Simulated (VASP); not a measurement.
## KMgF3: stress against strain

KMgF3 (cubic perovskite, Pm-3m, 12.659 Å³/atom and stress up to 0.13 GPa in the relaxed cell, cube axes along x, y and z) under a strain ε along a cube axis (axis z), the other axes held. PBEsol in VASP (plane waves, PAW), 600 eV, 8×8×8 Γ-centred mesh, Gaussian smearing 0.05 eV; ions are relaxed, or left where forces stay under 0.02 eV/Å, within the symmetry of each cell. Stress is positive for a compressed cell.

Here s stands for strain and y for stress zz.

| strain (%) | stress zz (GPa) |
|---|---|
| -1.50 | 2.17 |
| -1.00 | 1.36 |
| -0.50 | 0.60 |
| 0.00 | -0.13 |
| 0.50 | -0.82 |
| 1.00 | -1.47 |
| 1.50 | -2.09 |
| 3.00 | ? |

**Question.** Fit y against s with a straight line, and predict the withheld value at s = 3.00.

**Answer.** Means: s 0, y -0.054. About the means, the sum of products is -9.9300 and the sum of squares of s is 7.0000; the slope is their ratio. Least squares gives y = -0.054 - 1.4186·s. Residuals (row less fit): 0.096, -0.005, -0.055, -0.076, -0.057, 0.003, 0.092; standard error 0.077 (degrees of freedom: 5). The slope gives the elastic constant C11 = 142 ± 3 GPa (± standard error of the fit, which holds the terms cut off). At the withheld row, y = -0.054 - 1.4186 × 3.0 = -4.310 GPa. The calculation gives -3.74 GPa, 0.570 GPa above the prediction (9.6 % of the range of y in the table). The row lies outside the fitted rows, so this is an extrapolation. From the scatter of the fitted rows alone, a prediction at this place has a standard error of 0.120 GPa, so the miss is 4.8 times that.

A polynomial of degree 2 through the 12 other runs of the series gives -3.70 there, so most of the miss is curvature that the fit leaves out. The primitive cell can neither tilt nor turn polar against its symmetry, as such crystals can under strain. Rows are the converged runs of the series near zero and its far end, less any whose ions stayed unrelaxed beside relaxed ones; series whose fitted rows scatter by over a few per cent of the range, as at a crossing or softening among them, aren't shown in this form. Most that stay on the fit to the last digits aren't either.
